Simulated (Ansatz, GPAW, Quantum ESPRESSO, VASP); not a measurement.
One structure in several programs: NiSb (P6_3/mmc, 4 atoms in the cell)

Self-consistent single point.

```
CELL_PARAMETERS angstrom
      1.97836    -3.42662     0.00000
      1.97836     3.42662     0.00000
      0.00000     0.00000     5.16488
ATOMIC_POSITIONS crystal
  Ni 0.00000 0.00000 0.50000
  Ni 0.00000 0.00000 0.00000
  Sb 0.33333 0.66667 0.25000
  Sb 0.66667 0.33333 0.75000
```

All programs got the same cell, k-point mesh and kind of occupations (in Ansatz's words: kpoints.mp_grid.grid = 8 8 5; scf.occupations.method = gaussian; scf.occupations.width = 0.2 eV); potentials, basis and cutoffs are each program's usual ones.

```tsv
code	model	pressure (GPa)	cutoff
Ansatz	PBE, default PAW files	0.97	default
GPAW	PBE, GPAW PAW datasets PBE (gpaw-data 1.0.1)	0.80	800 eV
VASP	PBE, VASP's PBE PAW potentials (set 64)	0.90	300 eV
Quantum ESPRESSO	PBE, PSlibrary PAW (PBE) pseudopotentials	0.62	50 Ry
```

The spread over the programs that give each value: pressure within 0.35 GPa.

The starting cell has typed, rounded lattice constants, without a prior relaxation at this level. Its lattice was rescaled by a random factor within 2.5 % of one. On Ansatz's run: Spin-orbit coupling is off. Spin polarisation is off.

Problem. Why do the programs differ, and what cannot be compared?

Solution. Differences of this kind can come from the potentials, where these differ, and from what each basis and cutoff leave unconverged. The valence holds different numbers of electrons (Ansatz (a quantum-chemistry and plane-wave program) 66, GPAW 62, VASP 30, Quantum ESPRESSO 30). The zero of total energies and Fermi levels follows the potentials and each program's conventions, so they are not compared here. Ansatz's pressure is given at a fixed set of plane waves, as the other plane-wave codes print theirs; with its correction for the finite basis it is 1.03 GPa.

VASP's run is marked for a possible Pulay error in its stress at this cutoff; no cutoff test was made.

Left out of this page: ABINIT (with a known weakness of the program); CP2K, Elk, FLEUR and SIESTA (not drawn, or without a comparable value).

Keys are those of Ansatz 0.2.
